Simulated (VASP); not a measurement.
Output of a VASP run:

OSZICAR:
```
       N       E                     dE             d eps       ncg     rms          rms(c)
DAV:   1     0.256225149367E+03    0.25623E+03   -0.13893E+04 13680   0.184E+03
DAV:   2     0.966973963594E+01   -0.24656E+03   -0.23896E+03 13682   0.399E+02
DAV:   3    -0.334434861610E+02   -0.43113E+02   -0.41274E+02 21418   0.168E+02
DAV:   4    -0.355194045604E+02   -0.20759E+01   -0.19709E+01 18758   0.354E+01
DAV:   5    -0.355658564268E+02   -0.46452E-01   -0.46120E-01 19224   0.501E+00    0.210E+01
DAV:   6    -0.319773725261E+02    0.35885E+01   -0.92184E+01 21426   0.117E+02    0.287E+01
DAV:   7    -0.295484036619E+02    0.24290E+01   -0.19341E+01 23766   0.892E+01    0.115E+01
DAV:   8    -0.297157458266E+02   -0.16734E+00   -0.19790E+00 14252   0.123E+01    0.720E+00
DAV:   9    -0.296770997344E+02    0.38646E-01   -0.62344E-01 24154   0.130E+01    0.188E+00
DAV:  10    -0.296752035795E+02    0.18962E-02   -0.15783E-01 19946   0.858E+00    0.525E-01
DAV:  11    -0.296755865646E+02   -0.38299E-03   -0.37134E-02 21094   0.221E+00    0.201E-01
DAV:  12    -0.296757814549E+02   -0.19489E-03   -0.12849E-03 16462   0.398E-01    0.115E-01
DAV:  13    -0.296758846198E+02   -0.10316E-03   -0.41385E-04 20290   0.229E-01    0.863E-02
DAV:  14    -0.296758766241E+02    0.79957E-05   -0.16724E-04 22106   0.180E-01    0.369E-02
DAV:  15    -0.296758843982E+02   -0.77741E-05   -0.47291E-05 20282   0.803E-02    0.211E-02
DAV:  16    -0.296758849572E+02   -0.55899E-06   -0.11048E-05 15830   0.596E-02    0.657E-03
DAV:  17    -0.296758852890E+02   -0.33180E-06   -0.28508E-06 11212   0.319E-02
   1 F= -.29675885E+02 E0= -.29673335E+02  d E =-.509959E-02  mag=     0.0000
```

### OUTCAR
```
------------------------ aborting loop because EDIFF is reached ----------------------------------------
  FORCE on cell =-STRESS in cart. coord.  units (eV):
  Direction    XX          YY          ZZ          XY          YZ          ZX
  --------------------------------------------------------------------------------------
  Total       -3.3103548     -3.3103548     -3.3103548      0.6957261      0.6957261      0.6957261
  in kB     -123.1263239   -123.1263239   -123.1263239     25.8770456     25.8770456     25.8770456
  external PRESSURE =    -123.1263239 kB  Pullay stress =       0.0000000 kB
  volume of cell :       43.08
      direct lattice vectors                 reciprocal lattice vectors
     4.416600000  2.208300000  2.208300000     0.339627768 -0.113209256 -0.113209256
     2.208300000  4.416600000  2.208300000    -0.113209256  0.339627768 -0.113209256
     2.208300000  2.208300000  4.416600000    -0.113209256 -0.113209256  0.339627768
 POSITION                                       TOTAL-FORCE (eV/Angst)
 -----------------------------------------------------------------------------------
      0.00000      0.00000      0.00000         0.000000      0.000000     -0.000000
      4.41660      4.41660      4.41660         0.000000     -0.000000     -0.000000
      2.20830      2.20830      2.20830        -0.000000      0.000000      0.000000
      6.62490      6.62490      6.62490        -0.000000     -0.000000     -0.000000
 -----------------------------------------------------------------------------------
    total drift:                                0.000000     -0.000000     -0.000000
  FREE ENERGIE OF THE ION-ELECTRON SYSTEM (eV)
  ---------------------------------------------------
  free  energy   TOTEN  =       -29.6758852890 eV

  energy  without entropy=      -29.6707856975  energy(sigma->0) =      -29.67333549

 total charge

# of ion       s       p       d       tot
------------------------------------------
    1        0.265   0.308   6.074   6.647
    2        0.265   0.308   6.074   6.647
    3        1.561   3.387   0.000   4.948
    4        1.561   3.387   0.000   4.948
--------------------------------------------------
tot          3.651   7.389  12.148  23.189

 magnetization (x)

# of ion       s       p       d       tot
------------------------------------------
    1        0.006   0.005   3.463   3.473
    2       -0.006  -0.005  -3.463  -3.473
    3        0.000   0.000   0.000   0.000
    4        0.000   0.000   0.000   0.000
--------------------------------------------------
tot          0.000   0.000  -0.000  -0.000
```
(Selected blocks of OUTCAR.)

### POSCAR
```
FeO
1
    4.4166000000     2.2083000000     2.2083000000
    2.2083000000     4.4166000000     2.2083000000
    2.2083000000     2.2083000000     4.4166000000
Fe O
2 2
Direct
  0.0000000000   0.0000000000   0.0000000000
  0.5000000000   0.5000000000   0.5000000000
  0.2500000000   0.2500000000   0.2500000000
  0.7500000000   0.7500000000   0.7500000000
```

**Question.** Reconstruct the remaining input files.

**Answer.** This is not unique; one that fits is the input of the run itself, PBE GGA, plane waves, VASP's PBE PAW potentials (set 64).

KPOINTS:
```
K-points
0
Gamma
  12 12 12
```

**INCAR**
```
SYSTEM = FeO
PREC = Accurate
ENCUT = 520
EDIFF = 1E-6
NELM = 100
ALGO = Normal
LREAL = .FALSE.
LASPH = .TRUE.
ISMEAR = 0
SIGMA = 0.05
GGA = PE
LMAXMIX = 4
ISPIN = 2
MAGMOM = 4.0 -4.0 0.0 0.0
LORBIT = 10
LWAVE = .FALSE.
LCHARG = .FALSE.
ISIF = 2
```

POTCAR, in this order: Fe O (PBE.64 set). Program: vasp_std.

The compound is FeO in the rock salt, AFM-II order structure. The cell was not relaxed at this level. The run is one of a series of settings (KPOINTS 12×12×12 Γ-centred mesh against the base run), some of them coarse on purpose.
